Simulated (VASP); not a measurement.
OSZICAR of a VASP run on La:

File OSZICAR:
```
...
DAV:  13    -0.183579673367E+02   -0.55336E-05   -0.14626E-06  1208   0.104E-02    0.656E-04
DAV:  14    -0.183579721133E+02   -0.47765E-05   -0.98394E-07  1112   0.143E-02    0.442E-04
DAV:  15    -0.183579797610E+02   -0.76477E-05   -0.21517E-06  1080   0.786E-03    0.271E-04
DAV:  16    -0.183579838788E+02   -0.41178E-05   -0.13623E-06  1062   0.115E-02    0.165E-04
DAV:  17    -0.183579847281E+02   -0.84934E-06   -0.29224E-07   926   0.563E-03
   4 F= -.18357985E+02 E0= -.18357524E+02  d E =-.773595E-01
       N       E                     dE             d eps       ncg     rms          rms(c)
DAV:   1    -0.183222225735E+02    0.35761E-01   -0.14168E+01  2068   0.211E+01    0.787E-01
DAV:   2    -0.183702085241E+02   -0.47986E-01   -0.88210E-01  2248   0.953E+00    0.453E-01
DAV:   3    -0.183654088244E+02    0.47997E-02   -0.27404E-01  2352   0.278E+00    0.345E-01
DAV:   4    -0.183651501813E+02    0.25864E-03   -0.13730E-01  2352   0.163E+00    0.304E-01
DAV:   5    -0.183589871561E+02    0.61630E-02   -0.61629E-02  2496   0.895E-01    0.140E-01
DAV:   6    -0.183599457693E+02   -0.95861E-03   -0.47131E-03  2296   0.326E-01    0.698E-02
DAV:   7    -0.183598931037E+02    0.52666E-04   -0.12270E-03  2378   0.201E-01    0.177E-02
DAV:   8    -0.183598935554E+02   -0.45164E-06   -0.22663E-04  2592   0.810E-02    0.873E-03
DAV:   9    -0.183598946307E+02   -0.10753E-05   -0.27936E-05  2160   0.348E-02    0.465E-03
DAV:  10    -0.183598944031E+02    0.22758E-06   -0.50539E-06  1400   0.200E-02
   5 F= -.18359894E+02 E0= -.18359345E+02  d E =-.792691E-01
       N       E                     dE             d eps       ncg     rms          rms(c)
DAV:   1    -0.183459938973E+02    0.13901E-01   -0.24763E+00  1660   0.874E+00    0.447E-01
DAV:   2    -0.183650656590E+02   -0.19072E-01   -0.25124E-01  2208   0.491E+00    0.217E-01
DAV:   3    -0.183652234722E+02   -0.15781E-03   -0.56910E-02  2344   0.175E+00    0.192E-01
DAV:   4    -0.183635509996E+02    0.16725E-02   -0.15001E-02  2480   0.691E-01    0.114E-01
DAV:   5    -0.183637354224E+02   -0.18442E-03   -0.59909E-03  2504   0.322E-01    0.109E-01
DAV:   6    -0.183636784635E+02    0.56959E-04   -0.24730E-03  2224   0.229E-01    0.507E-02
DAV:   7    -0.183637336660E+02   -0.55202E-04   -0.49014E-04  2432   0.134E-01    0.201E-02
DAV:   8    -0.183637373091E+02   -0.36432E-05   -0.84936E-05  2552   0.625E-02    0.631E-03
DAV:   9    -0.183637364901E+02    0.81904E-06   -0.21250E-05  1536   0.261E-02    0.381E-03
DAV:  10    -0.183637363458E+02    0.14429E-06   -0.31580E-06  1376   0.211E-02
   6 F= -.18363736E+02 E0= -.18363446E+02  d E =-.831111E-01
       N       E                     dE             d eps       ncg     rms          rms(c)
DAV:   1    -0.183633964067E+02    0.34008E-03   -0.50430E-02  1688   0.124E+00    0.623E-02
DAV:   2    -0.183637768877E+02   -0.38048E-03   -0.49762E-03  2256   0.673E-01    0.309E-02
DAV:   3    -0.183637825439E+02   -0.56562E-05   -0.11225E-03  2360   0.231E-01    0.275E-02
DAV:   4    -0.183637524829E+02    0.30061E-04   -0.39778E-04  2480   0.104E-01    0.179E-02
DAV:   5    -0.183637481626E+02    0.43203E-05   -0.14211E-04  2176   0.522E-02    0.149E-02
DAV:   6    -0.183637499245E+02   -0.17619E-05   -0.18334E-05  1424   0.271E-02    0.759E-03
DAV:   7    -0.183637507809E+02   -0.85634E-06   -0.55542E-06  1416   0.280E-02
   7 F= -.18363751E+02 E0= -.18363484E+02  d E =-.831255E-01
       N       E                     dE             d eps       ncg     rms          rms(c)
DAV:   1    -0.183630460674E+02    0.70386E-03   -0.11074E-01  1476   0.193E+00    0.991E-02
DAV:   2    -0.183641490903E+02   -0.11030E-02   -0.12854E-02  2248   0.102E+00    0.399E-02
DAV:   3    -0.183642918593E+02   -0.14277E-03   -0.19378E-03  2240   0.399E-01    0.446E-02
DAV:   4    -0.183641991610E+02    0.92698E-04   -0.10187E-03  2560   0.158E-01    0.311E-02
DAV:   5    -0.183641991895E+02   -0.28555E-07   -0.54066E-05  2184   0.433E-02    0.255E-02
DAV:   6    -0.183641987044E+02    0.48514E-06   -0.36821E-05  2200   0.358E-02    0.152E-02
DAV:   7    -0.183641994768E+02   -0.77242E-06   -0.38499E-05  2216   0.349E-02    0.482E-03
DAV:   8    -0.183641997736E+02   -0.29679E-06   -0.11241E-05  1584   0.243E-02    0.452E-03
DAV:   9    -0.183641990551E+02    0.71853E-06   -0.30392E-06  1256   0.226E-02
   8 F= -.18364199E+02 E0= -.18363926E+02  d E =-.448274E-03
       N       E                     dE             d eps       ncg     rms          rms(c)
DAV:   1    -0.183548377738E+02    0.93620E-02   -0.10004E+00  1484   0.582E+00    0.295E-01
DAV:   2    -0.183647494716E+02   -0.99117E-02   -0.11544E-01  2264   0.307E+00    0.120E-01
DAV:   3    -0.183659152207E+02   -0.11657E-02   -0.16118E-02  2256   0.113E+00    0.129E-01
DAV:   4    -0.183651750278E+02    0.74019E-03   -0.83311E-03  2552   0.443E-01    0.929E-02
DAV:   5    -0.183651769302E+02   -0.19024E-05   -0.45856E-04  2216   0.123E-01    0.799E-02
DAV:   6    -0.183651582068E+02    0.18723E-04   -0.25557E-04  2184   0.104E-01    0.453E-02
DAV:   7    -0.183651779237E+02   -0.19717E-04   -0.25839E-04  2192   0.101E-01    0.118E-02
DAV:   8    -0.183651818618E+02   -0.39382E-05   -0.96391E-05  2552   0.587E-02    0.138E-02
DAV:   9    -0.183651759509E+02    0.59109E-05   -0.26188E-05  2192   0.322E-02    0.675E-03
DAV:  10    -0.183651748036E+02    0.11473E-05   -0.75806E-06  1912   0.234E-02    0.184E-03
DAV:  11    -0.183651748348E+02   -0.31248E-07   -0.96118E-07   968   0.139E-02
   9 F= -.18365175E+02 E0= -.18364867E+02  d E =-.142405E-02
       N       E                     dE             d eps       ncg     rms          rms(c)
DAV:   1    -0.183242348641E+02    0.40940E-01   -0.39954E+00  1492   0.117E+01    0.587E-01
DAV:   2    -0.183636875338E+02   -0.39453E-01   -0.46027E-01  2240   0.615E+00    0.239E-01
DAV:   3    -0.183691869851E+02   -0.54995E-02   -0.78109E-02  2240   0.233E+00    0.273E-01
DAV:   4    -0.183653477052E+02    0.38393E-02   -0.39891E-02  2552   0.938E-01    0.185E-01
DAV:   5    -0.183653709063E+02   -0.23201E-04   -0.19901E-03  2240   0.253E-01    0.163E-01
DAV:   6    -0.183652817139E+02    0.89192E-04   -0.84084E-04  2192   0.198E-01    0.973E-02
DAV:   7    -0.183653640191E+02   -0.82305E-04   -0.10425E-03  2176   0.206E-01    0.234E-02
DAV:   8    -0.183653857615E+02   -0.21742E-04   -0.39661E-04  2544   0.118E-01    0.294E-02
DAV:   9    -0.183653587120E+02    0.27050E-04   -0.12608E-04  2198   0.705E-02    0.127E-02
DAV:  10    -0.183653560594E+02    0.26526E-05   -0.31296E-05  2208   0.466E-02    0.345E-03
DAV:  11    -0.183653563781E+02   -0.31874E-06   -0.25873E-06  1344   0.148E-02
  10 F= -.18365356E+02 E0= -.18365022E+02  d E =-.160560E-02
       N       E                     dE             d eps       ncg     rms          rms(c)
DAV:   1    -0.183566872626E+02    0.86688E-02   -0.85705E-01  1484   0.539E+00    0.275E-01
DAV:   2    -0.183651973783E+02   -0.85101E-02   -0.99224E-02  2244   0.283E+00    0.112E-01
DAV:   3    -0.183662172361E+02   -0.10199E-02   -0.13924E-02  2256   0.107E+00    0.120E-01
DAV:   4    -0.183655746587E+02    0.64258E-03   -0.72055E-03  2560   0.411E-01    0.867E-02
DAV:   5    -0.183655757178E+02   -0.10591E-05   -0.39581E-04  2208   0.114E-01    0.747E-02
DAV:   6    -0.183655599439E+02    0.15774E-04   -0.20857E-04  2208   0.934E-02    0.447E-02
DAV:   7    -0.183655766459E+02   -0.16702E-04   -0.25168E-04  2192   0.997E-02    0.113E-02
DAV:   8    -0.183655795662E+02   -0.29202E-05   -0.88997E-05  2512   0.583E-02    0.129E-02
DAV:   9    -0.183655745996E+02    0.49666E-05   -0.22377E-05  2200   0.300E-02    0.695E-03
DAV:  10    -0.183655732963E+02    0.13033E-05   -0.76999E-06  1888   0.232E-02    0.166E-03
DAV:  11    -0.183655733008E+02   -0.45684E-08   -0.10219E-06   920   0.147E-02
  11 F= -.18365573E+02 E0= -.18365235E+02  d E =-.182252E-02
       N       E                     dE             d eps       ncg     rms          rms(c)
DAV:   1    -0.183612276382E+02    0.43457E-02   -0.57297E-01  1692   0.430E+00    0.213E-01
DAV:   2    -0.183663359851E+02   -0.51083E-02   -0.63098E-02  2256   0.245E+00    0.121E-01
DAV:   3    -0.183669361330E+02   -0.60015E-03   -0.29839E-02  2264   0.975E-01    0.134E-01
DAV:   4    -0.183660441710E+02    0.89196E-03   -0.17589E-02  2560   0.552E-01    0.825E-02
DAV:   5    -0.183657656786E+02    0.27849E-03   -0.25019E-03  2334   0.226E-01    0.545E-02
DAV:   6    -0.183657966857E+02   -0.31007E-04   -0.28449E-04  2312   0.992E-02    0.348E-02
DAV:   7    -0.183658094203E+02   -0.12735E-04   -0.11835E-04  2216   0.697E-02    0.101E-02
DAV:   8    -0.183658119821E+02   -0.25618E-05   -0.34220E-05  2480   0.340E-02    0.458E-03
DAV:   9    -0.183658113907E+02    0.59139E-06   -0.50708E-06  1536   0.179E-02
  12 F= -.18365811E+02 E0= -.18365497E+02  d E =-.238090E-03
       N       E                     dE             d eps       ncg     rms          rms(c)
DAV:   1    -0.183654489569E+02    0.36303E-03   -0.49591E-02  1660   0.127E+00    0.634E-02
DAV:   2    -0.183658985519E+02   -0.44959E-03   -0.55491E-03  2264   0.723E-01    0.355E-02
DAV:   3    -0.183659492962E+02   -0.50744E-04   -0.24291E-03  2280   0.288E-01    0.394E-02
DAV:   4    -0.183658732077E+02    0.76089E-04   -0.15167E-03  2504   0.169E-01    0.242E-02
DAV:   5    -0.183658498399E+02    0.23368E-04   -0.21366E-04  2296   0.690E-02    0.162E-02
DAV:   6    -0.183658527436E+02   -0.29038E-05   -0.24684E-05  1768   0.308E-02    0.100E-02
DAV:   7    -0.183658533508E+02   -0.60720E-06   -0.10680E-05  1512   0.289E-02    0.324E-03
DAV:   8    -0.183658535762E+02   -0.22540E-06   -0.20707E-06   890   0.230E-02
  13 F= -.18365854E+02 E0= -.18365538E+02  d E =-.280275E-03
```

Question: Which electronic solver shows in the log?

Answer: It is blocked Davidson (ALGO = Normal, or the opening steps of other solvers). The INCAR had ALGO = Normal.

Question: Can the final energy be trusted as converged?

Answer: The calculation finished and met its thresholds. It stopped with EDIFF = 1E-6, NELM = 100, NSW = 50 and EDIFFG = -0.01 after 13 ionic steps (PBE GGA, plane waves, VASP's PBE PAW potentials (set 64)).  The cell holds a wide vacuum, so values per volume refer to the whole cell.

The cell is a sheet with vacuum, built from a generated structure.
